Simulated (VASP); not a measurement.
# SrTiO3 (Tausonite): the band gap up a ladder of functionals, part 3 of 5

Wanted: bands and gap of SrTiO3 (Tausonite) from one functional after another. LASPH is on for some levels and off for others; the table marks which. The start is a cell from a database of measured crystal structures.

VASP 6.6.1, plane waves and PAW; the level of theory is named at each step.

So far, least gap on mesh and path (eV): step 2 (bands, level LDA, k 4×4×4) 1.73; step 3 (bands, level PBEsol, k 4×4×4) 1.78; step 4 (bands, level PBE, k 4×4×4) 1.83; step 5 (bands, level r2SCAN, k 4×4×4) 2.26.

### 6. Bands with TB-mBJ, k 4×4×4

This step: TB-mBJ; plane waves and PAW (Sr_sv, Ti_sv, O) (VASP 6.6.1).

TB-mBJ is a local potential fitted to gaps: it costs far less than a hybrid but gives no energy.

INCAR reads:

```
SYSTEM = SrTiO3
PREC = Accurate
ENCUT = 520
EDIFF = 1E-06
NELM = 150
ISMEAR = 0
SIGMA = 0.02
LREAL = .FALSE.
ALGO = Normal
METAGGA = MBJ
LASPH = .TRUE.
NBANDS = 35
LORBIT = 11
LWAVE = .FALSE.
LCHARG = .FALSE.
KPAR = 8
```

POSCAR reads:

```
SrTiO3
1.0
    3.9052800000      0.0000000000      0.0000000000
    0.0000000000      3.9052800000      0.0000000000
    0.0000000000      0.0000000000      3.9052800000
Sr Ti O
1 1 3
Direct
    0.5000000000      0.5000000000      0.5000000000
    0.0000000000      0.0000000000      0.0000000000
    0.5000000000      0.0000000000      0.0000000000
    0.0000000000      0.5000000000      0.0000000000
    0.0000000000      0.0000000000      0.5000000000
```

KPOINTS reads:

```
Automatic mesh
0
Gamma
4 4 4
0 0 0
```

KPOINTS_OPT reads:

```
Line mode
16
Line-mode
Reciprocal
  0.00000000   0.00000000   0.00000000 GAMMA
  0.00000000   0.50000000   0.00000000 X

  0.00000000   0.50000000   0.00000000 X
  0.50000000   0.50000000   0.00000000 M

  0.50000000   0.50000000   0.00000000 M
  0.00000000   0.00000000   0.00000000 GAMMA

  0.00000000   0.00000000   0.00000000 GAMMA
  0.50000000   0.50000000   0.50000000 R

  0.50000000   0.50000000   0.50000000 R
  0.00000000   0.50000000   0.00000000 X

  0.50000000   0.50000000   0.00000000 M
  0.50000000   0.50000000   0.50000000 R
```

PAW data sets: Sr_sv, Ti_sv and O (PBE family, release 64).

Command:

```
> mpirun -np 8 vasp_std
```

Numbers of over 12 decimals in the logs are rounded to 6 here.

Output:

```text
[... set-up lines as in an earlier step ...]
 entering main loop
       N       E                     dE             d eps       ncg     rms          rms(c)
DAV:   1     0.643859556888E+03    0.64386E+03   -0.19386E+04   700   0.122E+03
DAV:   2     0.248323407916E+03   -0.39554E+03   -0.36901E+03   773   0.357E+02
DAV:   3     0.209286347581E+03   -0.39037E+02   -0.38322E+02   910   0.112E+02
DAV:   4     0.206871968714E+03   -0.24144E+01   -0.23934E+01  1085   0.219E+01
[...]
DAV:  58     0.221926490250E+03    0.74607E-05   -0.34992E-11   368   0.335E-05    0.125E-05
DAV:  59     0.221926501310E+03    0.11060E-04   -0.41653E-11   368   0.497E-05    0.104E-05
DAV:  60     0.221926500507E+03   -0.80244E-06   -0.27588E-11   368   0.317E-05
   1 F= 0.22192650E+03 E0= 0.22192650E+03  d E =-.133235E-14
 Start KPOINTS_OPT (optional k-point list driver)
k-point batch [1-10\96]
       N       E                     dE             ncg
DAV:   1    -0.101112415850E+03   -0.21582E+04      700
DAV:   2    -0.385290765914E+04   -0.37518E+04      812
DAV:   3    -0.418875301834E+04   -0.33585E+03      923
DAV:   4    -0.419979830339E+04   -0.11045E+02     1048
DAV:   5    -0.420021692834E+04   -0.41862E+00      872
DAV:   6    -0.420021967085E+04   -0.27425E-02     1023
DAV:   7    -0.420021972313E+04   -0.52278E-04      928
DAV:   8    -0.420021972338E+04   -0.25234E-06      677
[...]
k-point batch [91-96\96]
       N       E                     dE             ncg
DAV:   1     0.627776657672E+04   -0.95357E+04      420
DAV:   2     0.397121276760E+04   -0.23066E+04      436
DAV:   3     0.373910117348E+04   -0.23211E+03      558
DAV:   4     0.372756123123E+04   -0.11540E+02      600
DAV:   5     0.372734278798E+04   -0.21844E+00      552
DAV:   6     0.372733587557E+04   -0.69124E-02      581
DAV:   7     0.372733582424E+04   -0.51325E-04      584
DAV:   8     0.372733582338E+04   -0.85813E-06      447
```

Wall time 41 s (8 MPI ranks of AMD EPYC 9R45, shared host); peak memory 1.6 GiB.

OUTCAR, selected parts (step 6):

```text
  Total     -108.8830050   -108.8830050   -108.8830050      0.0000000      0.0000000      0.0000000
  in kB    -2928.9647758  -2928.9647758  -2928.9647758      0.0000000      0.0000000      0.0000000
  external PRESSURE =   -2928.9647758 kB  Pullay stress =       0.0000000 kB

  FREE ENERGIE OF THE ION-ELECTRON SYSTEM (eV)
  ---------------------------------------------------
  free  energy   TOTEN  =       221.9265005073 eV

  energy  without entropy=      221.9265005073  energy(sigma->0) =      221.92650051

[... 3 parts as in an earlier step ...]

[... 1 further part left out ...]
[key lines of the parts left out:]
E-fermi :   4.8024
```

This functional is a potential without an energy, so its energies, forces and stress mean nothing and are not read.

Electronic bands along the path, in eV, zero at the valence-band top; v1 is the highest filled band, c1 the lowest empty one:

| point | v4 | v3 | v2 | v1 | c1 | c2 | c3 | c4 |
| --- | --- | --- | --- | --- | --- | --- | --- | --- |
| Γ | -1.10 | -0.42 | -0.42 | -0.42 | 2.81 | 2.81 | 2.81 | 4.24 |
| 0.47 of the way | -1.46 | -1.38 | -0.62 | -0.62 | 2.86 | 3.59 | 3.59 | 4.24 |
| X | -2.06 | -1.69 | -0.77 | -0.77 | 2.94 | 4.25 | 4.43 | 4.43 |
| 0.47 of the way | -1.69 | -1.35 | -1.22 | -0.63 | 3.65 | 4.44 | 4.61 | 5.01 |
| M | -1.70 | -1.44 | -1.44 | -0.08 | 4.44 | 4.44 | 4.97 | 5.33 |
| 0.47 of the way | -1.59 | -1.30 | -1.08 | -0.64 | 3.73 | 3.83 | 4.18 | 4.98 |
| Γ | -1.10 | -0.42 | -0.42 | -0.42 | 2.81 | 2.81 | 2.81 | 4.24 |
| 0.53 of the way | -2.72 | -0.82 | -0.82 | -0.52 | 4.22 | 4.27 | 4.27 | 6.72 |
| R | -3.40 | 0.00 | 0.00 | 0.00 | 5.12 | 5.12 | 5.12 | 7.93 |
| 0.47 of the way | -2.63 | -0.80 | -0.64 | -0.40 | 4.31 | 4.71 | 4.74 | 6.70 |
| X | -2.06 | -1.69 | -0.77 | -0.77 | 2.94 | 4.25 | 4.43 | 4.43 |
| jump to M | -1.70 | -1.44 | -1.44 | -0.08 | 4.44 | 4.44 | 4.97 | 5.33 |
| 0.53 of the way | -3.11 | -0.52 | -0.52 | -0.04 | 4.78 | 4.78 | 5.05 | 7.14 |
| R | -3.40 | 0.00 | 0.00 | 0.00 | 5.12 | 5.12 | 5.12 | 7.93 |

Of the projections kept (Sr, Ti, O), the largest for each band there; the rest of the weight can lie on other orbitals:

| point | v4 | v3 | v2 | v1 | c1 | c2 | c3 | c4 |
| --- | --- | --- | --- | --- | --- | --- | --- | --- |
| Γ | O 1.00 | O 0.96 | O 0.96 | O 0.96 | Ti 0.98 | Ti 0.98 | Ti 0.98 | Ti 0.96 |
| X | O 0.80 | O 0.94 | O 0.94 | O 0.94 | Ti 1.00 | Ti 0.96 | Ti 0.84 | Ti 0.84 |
| M | O 0.86 | O 0.96 | O 0.96 | O 0.99 | Ti 0.85 | Ti 0.85 | Ti 0.88 | Ti 0.88 |
| Γ | O 1.00 | O 0.96 | O 0.96 | O 0.96 | Ti 0.98 | Ti 0.98 | Ti 0.98 | Ti 0.96 |
| R | O 0.74 | O 1.00 | O 1.00 | O 1.00 | Ti 0.87 | Ti 0.87 | Ti 0.87 | Sr 0.90 |
| X | O 0.80 | O 0.94 | O 0.94 | O 0.94 | Ti 1.00 | Ti 0.96 | Ti 0.84 | Ti 0.84 |

The gap is 2.81 eV, indirect, from R to Γ. Against LDA that is +1.08 eV; this run took 2.6 times the core time.

### 7. Bands with LAK, k 4×4×4

This step: LAK; plane waves and PAW (Sr_sv, Ti_sv, O) (VASP 6.6.1).

LAK is a meta-GGA built to open gaps without exact exchange.

INCAR: that of step 6 with these lines changed.

```diff
@@ -4,3 +4,3 @@
 EDIFF = 1E-06
-NELM = 150
+NELM = 100
 ISMEAR = 0
@@ -9,3 +9,3 @@
 ALGO = Normal
-METAGGA = MBJ
+METAGGA = LAK
 LASPH = .TRUE.
```

POSCAR is that of step 6.

KPOINTS is that of step 6.

KPOINTS_OPT is that of step 6.

Command:

```
> mpirun -np 8 vasp_std
```

Output:

```text
[... set-up lines as in an earlier step ...]
 entering main loop
       N       E                     dE             d eps       ncg     rms          rms(c)
DAV:   1     0.400983655476E+03    0.40098E+03   -0.19555E+04   700   0.124E+03
DAV:   2    -0.403462435046E+01   -0.40502E+03   -0.37773E+03   759   0.364E+02
DAV:   3    -0.429768344175E+02   -0.38942E+02   -0.38044E+02   947   0.113E+02
DAV:   4    -0.455145954726E+02   -0.25378E+01   -0.25055E+01  1082   0.221E+01
[...]
DAV:  15    -0.128074252960E+02    0.72082E-04   -0.11450E-05   844   0.184E-02    0.155E-02
DAV:  16    -0.128073703420E+02    0.54954E-04   -0.15582E-05   895   0.220E-02    0.297E-03
DAV:  17    -0.128073700932E+02    0.24883E-06   -0.15348E-06   710   0.832E-03
   1 F= -.12807370E+02 E0= -.12807370E+02  d E =-.786175E-12
 Start KPOINTS_OPT (optional k-point list driver)
k-point batch [1-10\96]
       N       E                     dE             ncg
DAV:   1    -0.497864155746E+03   -0.25549E+04      700
DAV:   2    -0.430451771024E+04   -0.38067E+04      812
DAV:   3    -0.464321620157E+04   -0.33870E+03      893
DAV:   4    -0.465371327286E+04   -0.10497E+02     1040
DAV:   5    -0.465409139040E+04   -0.37812E+00      912
DAV:   6    -0.465409352845E+04   -0.21381E-02      993
DAV:   7    -0.465409357237E+04   -0.43912E-04      874
DAV:   8    -0.465409357253E+04   -0.16739E-06      638
[...]
k-point batch [91-96\96]
       N       E                     dE             ncg
DAV:   1     0.605276153687E+04   -0.97607E+04      420
DAV:   2     0.369528458099E+04   -0.23575E+04      452
DAV:   3     0.346118583346E+04   -0.23410E+03      534
DAV:   4     0.345003722020E+04   -0.11149E+02      576
DAV:   5     0.344980601225E+04   -0.23121E+00      533
DAV:   6     0.344980181625E+04   -0.41960E-02      557
DAV:   7     0.344980170909E+04   -0.10716E-03      544
DAV:   8     0.344980170446E+04   -0.46269E-05      392
DAV:   9     0.344980170429E+04   -0.17241E-06      352
```

Wall time 68 s (8 MPI ranks); peak memory 1.5 GiB; 9 min of CPU time.

From OUTCAR (step 7):

```text
  Total        2.1038238      2.1038238      2.1038238      0.0000000     -0.0000000      0.0000000
  in kB       56.5930913     56.5930913     56.5930913      0.0000000     -0.0000000      0.0000000
  external PRESSURE =      56.5930913 kB  Pullay stress =       0.0000000 kB

  FREE ENERGIE OF THE ION-ELECTRON SYSTEM (eV)
  ---------------------------------------------------
  free  energy   TOTEN  =       -12.8073700932 eV

  energy  without entropy=      -12.8073700932  energy(sigma->0) =      -12.80737009

[... 3 parts as in an earlier step ...]

[... 1 further part left out ...]
[key lines of the parts left out:]
E-fermi :   4.1432
```

At this level the cell is under a pressure of 5.7 GPa, so at these settings it is away from equilibrium.

Electronic bands along the path, in eV, zero at the valence-band top; v1 is the highest filled band, c1 the lowest empty one:

| point | v4 | v3 | v2 | v1 | c1 | c2 | c3 | c4 |
| --- | --- | --- | --- | --- | --- | --- | --- | --- |
| Γ | -1.20 | -0.41 | -0.41 | -0.41 | 2.46 | 2.46 | 2.46 | 4.68 |
| 0.47 of the way | -1.58 | -1.58 | -0.63 | -0.63 | 2.54 | 3.37 | 3.37 | 4.69 |
| X | -2.31 | -1.98 | -0.79 | -0.79 | 2.63 | 4.32 | 4.32 | 4.70 |
| 0.47 of the way | -1.91 | -1.47 | -1.32 | -0.72 | 3.45 | 4.33 | 4.45 | 5.45 |
| M | -1.81 | -1.59 | -1.59 | -0.09 | 4.33 | 4.33 | 4.81 | 5.75 |
| 0.47 of the way | -1.77 | -1.43 | -1.17 | -0.70 | 3.53 | 3.66 | 3.97 | 5.41 |
| Γ | -1.20 | -0.41 | -0.41 | -0.41 | 2.46 | 2.46 | 2.46 | 4.68 |
| 0.53 of the way | -2.99 | -0.90 | -0.90 | -0.57 | 4.05 | 4.08 | 4.08 | 7.16 |
| R | -3.74 | 0.00 | 0.00 | 0.00 | 5.03 | 5.03 | 5.03 | 7.74 |
| 0.47 of the way | -2.89 | -0.89 | -0.72 | -0.45 | 4.15 | 4.58 | 4.60 | 7.12 |
| X | -2.31 | -1.98 | -0.79 | -0.79 | 2.63 | 4.32 | 4.32 | 4.70 |
| jump to M | -1.81 | -1.59 | -1.59 | -0.09 | 4.33 | 4.33 | 4.81 | 5.75 |
| 0.53 of the way | -3.41 | -0.59 | -0.59 | -0.04 | 4.67 | 4.67 | 4.93 | 7.48 |
| R | -3.74 | 0.00 | 0.00 | 0.00 | 5.03 | 5.03 | 5.03 | 7.74 |

Of the projections kept (Sr, Ti, O), the largest for each band there; the rest of the weight can lie on other orbitals:

| point | v4 | v3 | v2 | v1 | c1 | c2 | c3 | c4 |
| --- | --- | --- | --- | --- | --- | --- | --- | --- |
| Γ | O 1.00 | O 0.96 | O 0.96 | O 0.96 | Ti 0.98 | Ti 0.98 | Ti 0.98 | Ti 0.95 |
| X | O 0.77 | O 0.93 | O 0.94 | O 0.94 | Ti 1.00 | Ti 0.83 | Ti 0.83 | Ti 0.95 |
| M | O 0.85 | O 0.94 | O 0.94 | O 0.98 | Ti 0.84 | Ti 0.84 | Ti 0.88 | Ti 0.88 |
| Γ | O 1.00 | O 0.96 | O 0.96 | O 0.96 | Ti 0.98 | Ti 0.98 | Ti 0.98 | Ti 0.95 |
| R | O 0.71 | O 1.00 | O 1.00 | O 1.00 | Ti 0.86 | Ti 0.86 | Ti 0.86 | Sr 0.87 |
| X | O 0.77 | O 0.93 | O 0.94 | O 0.94 | Ti 1.00 | Ti 0.83 | Ti 0.83 | Ti 0.95 |

The gap is 2.46 eV, indirect, from R to Γ. Against LDA that is +0.74 eV; this run took 4.2 times the core time.

### 8. Bands with BLYP, k 4×4×4

This step: BLYP; plane waves and PAW (Sr_sv, Ti_sv, O) (VASP 6.6.1).

BLYP comes from molecular chemistry and underbinds dense solids.

INCAR: that of step 7 with these lines changed.

```diff
@@ -9,4 +9,7 @@
 ALGO = Normal
-METAGGA = LAK
-LASPH = .TRUE.
+GGA = B5
+ALDAX = 1
+AGGAX = 1
+AGGAC = 1
+ALDAC = 0
 NBANDS = 35
```

POSCAR is that of step 7.

KPOINTS is that of step 7.

KPOINTS_OPT is that of step 7.

Command:

```
> mpirun -np 8 vasp_std
```

Output:

```text
[banner, memory and clock lines left out]
running    8 mpi-ranks, on    1 nodes
[...]
[... a notice as in an earlier step ...]

 [... a notice as in an earlier step ...]

 LDA part: xc-table for (Slater(with rela. corr.)+VWN5), standard interpolation
 POSCAR, INCAR and KPOINTS ok, starting setup
[...]
entering main loop
       N       E                     dE             d eps       ncg     rms          rms(c)
DAV:   1     0.393067625167E+03    0.39307E+03   -0.19785E+04   700   0.124E+03
DAV:   2    -0.929589411078E+01   -0.40236E+03   -0.37436E+03   759   0.361E+02
DAV:   3    -0.476712426260E+02   -0.38375E+02   -0.37731E+02   872   0.112E+02
DAV:   4    -0.496477804514E+02   -0.19765E+01   -0.19683E+01  1032   0.211E+01
[...]
DAV:  13    -0.382193782286E+02    0.64881E-04   -0.16061E-04   815   0.138E-01    0.473E-02
DAV:  14    -0.382193693714E+02    0.88571E-05   -0.21774E-05   885   0.532E-02    0.159E-02
DAV:  15    -0.382193701689E+02   -0.79749E-06   -0.51743E-06   834   0.194E-02
   1 F= -.38219370E+02 E0= -.38219370E+02  d E =-.151821E-15
 Start KPOINTS_OPT (optional k-point list driver)
k-point batch [1-10\96]
       N       E                     dE             ncg
DAV:   1    -0.179629771877E+03   -0.22367E+04      700
DAV:   2    -0.379235012664E+04   -0.36127E+04      804
DAV:   3    -0.412353645744E+04   -0.33119E+03      901
DAV:   4    -0.413451453015E+04   -0.10978E+02     1016
DAV:   5    -0.413488969663E+04   -0.37517E+00      949
DAV:   6    -0.413489175856E+04   -0.20619E-02      951
DAV:   7    -0.413489179656E+04   -0.38001E-04      881
DAV:   8    -0.413489179733E+04   -0.77083E-06      654
[...]
k-point batch [91-96\96]
       N       E                     dE             ncg
DAV:   1     0.624777380347E+04   -0.95657E+04      420
DAV:   2     0.400188043519E+04   -0.22459E+04      452
DAV:   3     0.377409892344E+04   -0.22778E+03      550
DAV:   4     0.376280999132E+04   -0.11289E+02      592
DAV:   5     0.376261336213E+04   -0.19663E+00      509
DAV:   6     0.376260809988E+04   -0.52622E-02      581
DAV:   7     0.376260797177E+04   -0.12811E-03      525
DAV:   8     0.376260796920E+04   -0.25722E-05      405
DAV:   9     0.376260796909E+04   -0.11155E-06      344
```

It took 24 s on 8 MPI ranks; peak memory 1.5 GiB; 3 min of CPU time.

From OUTCAR (step 8):

```text
  Total        3.7779218      3.7779218      3.7779218      0.0000000     -0.0000000      0.0000000
  in kB      101.6265103    101.6265103    101.6265103      0.0000000     -0.0000000      0.0000000
  external PRESSURE =     101.6265103 kB  Pullay stress =       0.0000000 kB

  FREE ENERGIE OF THE ION-ELECTRON SYSTEM (eV)
  ---------------------------------------------------
  free  energy   TOTEN  =       -38.2193701689 eV

  energy  without entropy=      -38.2193701689  energy(sigma->0) =      -38.21937017

[... 3 parts as in an earlier step ...]

[... 1 further part left out ...]
[key lines of the parts left out:]
E-fermi :   4.5991
```

At this level the cell is under a pressure of 10.2 GPa, so at these settings it is away from equilibrium.

The electronic bands at the labelled points (eV, zero at the valence-band top; v1 is the highest filled band, c1 the lowest empty one):

| point | v4 | v3 | v2 | v1 | c1 | c2 | c3 | c4 |
| --- | --- | --- | --- | --- | --- | --- | --- | --- |
| Γ | -1.15 | -0.35 | -0.35 | -0.35 | 1.85 | 1.85 | 1.85 | 4.24 |
| 0.47 of the way | -1.54 | -1.53 | -0.57 | -0.57 | 1.92 | 2.79 | 2.79 | 4.25 |
| X | -2.31 | -1.94 | -0.72 | -0.72 | 2.01 | 3.72 | 3.72 | 4.26 |
| 0.47 of the way | -1.87 | -1.41 | -1.25 | -0.71 | 2.85 | 3.72 | 3.82 | 4.96 |
| M | -1.68 | -1.53 | -1.53 | -0.09 | 3.72 | 3.72 | 4.17 | 5.25 |
| 0.47 of the way | -1.72 | -1.37 | -1.11 | -0.68 | 2.93 | 3.07 | 3.35 | 4.93 |
| Γ | -1.15 | -0.35 | -0.35 | -0.35 | 1.85 | 1.85 | 1.85 | 4.24 |
| 0.53 of the way | -2.91 | -0.87 | -0.87 | -0.55 | 3.42 | 3.47 | 3.47 | 6.59 |
| R | -3.68 | 0.00 | 0.00 | 0.00 | 4.39 | 4.39 | 4.39 | 7.04 |
| 0.47 of the way | -2.83 | -0.87 | -0.71 | -0.44 | 3.54 | 3.95 | 3.98 | 6.55 |
| X | -2.31 | -1.94 | -0.72 | -0.72 | 2.01 | 3.72 | 3.72 | 4.26 |
| jump to M | -1.68 | -1.53 | -1.53 | -0.09 | 3.72 | 3.72 | 4.17 | 5.25 |
| 0.53 of the way | -3.24 | -0.58 | -0.58 | -0.04 | 4.04 | 4.04 | 4.29 | 6.86 |
| R | -3.68 | 0.00 | 0.00 | 0.00 | 4.39 | 4.39 | 4.39 | 7.04 |

Of the projections kept (Sr, Ti, O), the largest for each band there; the rest of the weight can lie on other orbitals:

| point | v4 | v3 | v2 | v1 | c1 | c2 | c3 | c4 |
| --- | --- | --- | --- | --- | --- | --- | --- | --- |
| Γ | O 1.00 | O 0.96 | O 0.96 | O 0.96 | Ti 0.98 | Ti 0.98 | Ti 0.98 | Ti 0.95 |
| X | O 0.74 | O 0.92 | O 0.94 | O 0.94 | Ti 1.00 | Ti 0.80 | Ti 0.80 | Ti 0.95 |
| M | O 0.85 | O 0.94 | O 0.94 | O 0.98 | Ti 0.82 | Ti 0.82 | Ti 0.87 | Ti 0.88 |
| Γ | O 1.00 | O 0.96 | O 0.96 | O 0.96 | Ti 0.98 | Ti 0.98 | Ti 0.98 | Ti 0.95 |
| R | O 0.68 | O 1.00 | O 1.00 | O 1.00 | Ti 0.85 | Ti 0.85 | Ti 0.85 | Sr 0.86 |
| X | O 0.74 | O 0.92 | O 0.94 | O 0.94 | Ti 1.00 | Ti 0.80 | Ti 0.80 | Ti 0.95 |

The gap is 1.85 eV, indirect, from R to Γ. Against LDA that is +0.13 eV; this run took 1.5 times the core time.

### 9. Starting orbitals for the hybrid

This step: PBE; plane waves and PAW (Sr_sv, Ti_sv, O) (VASP 6.6.1).

A hybrid converges badly from random orbitals, so a cheap semilocal run writes a WAVECAR on the same mesh first.

INCAR reads:

```
SYSTEM = SrTiO3
PREC = Accurate
ENCUT = 520
EDIFF = 1E-05
NELM = 100
ISMEAR = 0
SIGMA = 0.02
LREAL = .FALSE.
ALGO = Normal
GGA = PE
NBANDS = 26
LORBIT = 11
LWAVE = .TRUE.
LCHARG = .FALSE.
KPAR = 8
```

POSCAR is that of step 8.

KPOINTS is that of step 8.

Command:

```
> mpirun -np 8 vasp_std
```

Output:

```text
[... set-up lines as in an earlier step ...]
 entering main loop
       N       E                     dE             d eps       ncg     rms          rms(c)
DAV:   1     0.432319577354E+03    0.43232E+03   -0.21067E+04   520   0.167E+03
DAV:   2    -0.130187680244E+02   -0.44534E+03   -0.42812E+03   638   0.453E+02
DAV:   3    -0.483416279978E+02   -0.35323E+02   -0.35191E+02   610   0.135E+02
DAV:   4    -0.503144434432E+02   -0.19728E+01   -0.19700E+01   864   0.272E+01
DAV:   5    -0.503629007899E+02   -0.48457E-01   -0.48442E-01   672   0.325E+00    0.266E+01
DAV:   6    -0.400732088278E+02    0.10290E+02   -0.60776E+01   712   0.691E+01    0.152E+01
DAV:   7    -0.401034118405E+02   -0.30203E-01   -0.76313E+00   626   0.210E+01    0.106E+01
DAV:   8    -0.401490246400E+02   -0.45613E-01   -0.17703E+00   636   0.136E+01    0.291E+00
DAV:   9    -0.400643623135E+02    0.84662E-01   -0.38908E-01   618   0.644E+00    0.103E+00
DAV:  10    -0.400673062958E+02   -0.29440E-02   -0.13109E-01   658   0.242E+00    0.824E-01
DAV:  11    -0.400582269771E+02    0.90793E-02   -0.35186E-02   786   0.168E+00    0.167E-01
DAV:  12    -0.400581386106E+02    0.88366E-04   -0.19505E-03   664   0.428E-01    0.102E-01
DAV:  13    -0.400581003638E+02    0.38247E-04   -0.61134E-04   800   0.202E-01    0.417E-02
DAV:  14    -0.400581129115E+02   -0.12548E-04   -0.10368E-04   668   0.974E-02    0.225E-02
DAV:  15    -0.400581105788E+02    0.23328E-05   -0.47227E-05   580   0.718E-02
   1 F= -.40058111E+02 E0= -.40058111E+02  d E =-.157726E-30
 writing wavefunctions
```

Wall time 4 s (8 MPI ranks); peak memory 1.3 GiB.

From OUTCAR (step 9):

```text
   k-points           NKPTS =     10   k-points in BZ     NKDIM =     10   number of bands    NBANDS=     26

   NELECT =      40.0000    total number of electrons

 E-fermi :   4.3280

 k-point     1 :       0.0000    0.0000    0.0000
  band No.  band energies     occupation
    ...
     16       2.9991      2.00000
     17       2.9991      2.00000
     18       3.8121      2.00000
     19       3.8121      2.00000
     20       3.8121      2.00000
     21       6.0001      0.00000
     22       6.0001      0.00000
     23       6.0001      0.00000
     24       8.4505      0.00000
     25       8.4505      0.00000
    ...

  Total        1.8869402      1.8869402      1.8869402      0.0000000     -0.0000000      0.0000000
  in kB       50.7588977     50.7588977     50.7588977      0.0000000     -0.0000000      0.0000000
  external PRESSURE =      50.7588977 kB  Pullay stress =       0.0000000 kB

  FREE ENERGIE OF THE ION-ELECTRON SYSTEM (eV)
  ---------------------------------------------------
  free  energy   TOTEN  =       -40.0581105788 eV

  energy  without entropy=      -40.0581105788  energy(sigma->0) =      -40.05811058

[... 8 parts as in an earlier step ...]

[... 9 further parts left out ...]
```

The gap is read on the k-mesh alone, so it is an upper bound where the band edges lie off the mesh. At this level the cell is under a pressure of 5.1 GPa, so at these settings it is away from equilibrium.

A gap read on the k-mesh alone can miss the band edges.

This step gave:

```
bands                          : 26
free energy (TOTEN)            : -40.06 eV
Fermi energy                   : 4.328 eV
pressure                       : 5.076 GPa
gap on the k-mesh              : 1.831 eV
least direct gap on the k-mesh : 2.188 eV
```

(Continued in part 4 of 5.)

[Lines on the potential files, build, host, timing and source positions are cut from VASP's logs without a mark.]

[Logs are printed without paths, hosts, clocks, repeated set-up lines and the standing remarks that a program may print on its own settings, such as how far it seeks lower states.]

[Hosts, paths, dates, database ids (printed as entryN), source tags and the programs' standing remarks are cut or masked in the printed files.]

[A measured line is paired with the nearest computed mode of its activity, which favours agreement.]
